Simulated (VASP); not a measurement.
Here is a VASP 6.6.1 calculation.

File INCAR:

```
SYSTEM = TiN
  PREC = Accurate
  ENCUT = 520
  EDIFF = 1E-7
  ISMEAR = 0
  SIGMA = 0.02
  LREAL = .False.
  LASPH = .True.
  NELM = 60
  ALGO = Normal
  ISIF = 3
  LWAVE = .False.
  LCHARG = .False.
  GGA = PE
  IBRION = 2
  NSW = 80
  EDIFFG = -0.002
```

File KPOINTS:

```
Automatic mesh
0
Gamma
  12 12 12
  0 0 0
```

POSCAR

```
TiN
1.0
    0.0000000000      2.1190000000      2.1190000000
    2.1190000000      0.0000000000      2.1190000000
    2.1190000000      2.1190000000      0.0000000000
Ti N
1 1
Direct
    0.0000000000      0.0000000000      0.0000000000
    0.5000000000      0.5000000000      0.5000000000
```

Potentials or basis: VASP PAW PBE potentials, release 64 (Ti_sv, N).

Command:

```bash
$ cat potpaw_PBE.64/Ti_sv/POTCAR potpaw_PBE.64/N/POTCAR > POTCAR
$ mpirun -np 1 vasp_std > vasp.out
```

**Question.** What does it give for the relaxed volume?

**Answer.** 9.59 Å³/atom.

**Question.** What does it give for the space group after relaxing (to 0.05 Å)?

**Answer.** Fm-3m (No. 225).

**Question.** Predict the relaxed cell.

**Answer.** a = 3.005 Å, b = 3.005 Å, c = 3.005 Å, α = 60.00°, β = 60.00°, γ = 60.00°.

**Question.** Estimate the band gap on the k mesh.

**Answer.** None (metal or under the smearing width).

Final structure:
```xyz
2
Lattice="0.0000 2.1247 2.1247 2.1247 0.0000 2.1247 2.1247 2.1247 0.0000" Properties=species:S:1:pos:R:3 pbc="T T T"
Ti    4.2495    2.1247    2.1247
N     2.1247    2.1247    2.1247
```

PBE usually gives volumes a little too large and moduli too small. Zero-point motion and thermal expansion aren't in these numbers.
